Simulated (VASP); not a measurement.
**Bulk modulus against bond length in zinc-blende III-V compounds**

r2SCAN in VASP (plane waves, PAW). Static lattice, from a third-order Birch-Murnaghan fit over five volumes at each level. The bond length is the nearest-neighbour distance.

Here d stands for bond length and y for ln of B0 in GPa.

| solid | bond length (Å) | ln of B0 in GPa | cut-off (eV) |
|---|---|---|---|
| BN | 1.565 | ? | 520 |
| AlN | 1.892 | 5.359 | 520 |
| GaN | 1.952 | 5.271 | 520 |
| BP | 1.963 | 5.134 | 520 |
| GaP | 2.360 | 4.481 | 520 |
| GaAs | 2.455 | 4.286 | 520 |
| InP | 2.557 | 4.224 | 520 |
| InAs | 2.646 | 4.042 | 520 |
| InSb | 2.840 | 3.768 | 520 |

Fit y of the 8 rows that show it with a straight line in ln d. With u = ln d - 0.84, the rows have u = -0.20237, -0.17115, -0.16553, 0.01866, 0.05813, 0.09883, 0.13305, 0.20380. Means: u -0.0033225, y 4.5706. About the means, the sum of products is -0.65905 and the sum of squares of u is 0.17029; the slope is their ratio. Least squares gives y = 4.5578 - 3.8702·u. Residuals (row less fit): 0.0180, 0.0508, -0.0644, -0.0046, -0.0468, 0.0487, -0.0009, -0.0011; standard error 0.0441 (degrees of freedom: 6). The slope is -3.87 with a standard error of 0.11. So B0 goes as d to the power -3.9 over these rows; such a law is empirical and holds within one kind of bonding.

### Question
Predict the withheld y at d = 1.565 from the fit, and compare with the calculation.

### Answer
u = -0.39211, so y = 4.5578 - 3.8702 × (-0.39211) = 6.0753. The calculation gives 5.966, 0.1093 below the prediction (5.0 % of the range of y in the table). The row lies outside the fitted rows, so this is an extrapolation. From the scatter of the fitted rows alone, a prediction at this place has a standard error of 0.0625, so the miss is 1.7 times that.

The run's B0 for BN is 390 GPa. AlN is here a metastable form; wurtzite is the usual one. GaN is here a metastable form; wurtzite is the usual one. The rows are a random draw from the solids of this series computed here; series whose standard error about the line passes 12 to 30 % of the range of y, or with no trend, aren't shown in this form.
